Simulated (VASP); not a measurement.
A run of VASP 6.6.1 is set up as follows.

INCAR

```
SYSTEM = Ag
PREC = Accurate
ENCUT = 520
EDIFF = 1E-7
ISMEAR = -1
SIGMA = 0.13605693000000002
LREAL = .FALSE.
LASPH = .TRUE.
NELM = 60
ALGO = Normal
ISIF = 2
LWAVE = .FALSE.
LCHARG = .FALSE.
NBANDS = 12
```

KPOINTS

```
regular mesh
0
G
  14 14 14
  0 0 0
```

POSCAR

```
Ag
1.0
   -1.5939222549      1.5939222549      1.5939222549
    1.5939222549     -1.5939222549      1.5939222549
    1.5939222549      1.5939222549     -1.5939222549
Ag
1
Direct
    0.0000000000      0.0000000000      0.0000000000
```

Potentials or basis: VASP PAW LDA potentials, release 64 (Ag).

Command:

```sh
$ cat potpaw_LDA.64/Ag/POTCAR > POTCAR
$ mpirun -np 1 vasp_std > vasp.out
```

Problem. What does it give for the pressure?

Solution. -0.5 GPa.

Problem. Estimate the band gap on the k mesh.

Solution. None (metal or under the smearing width).
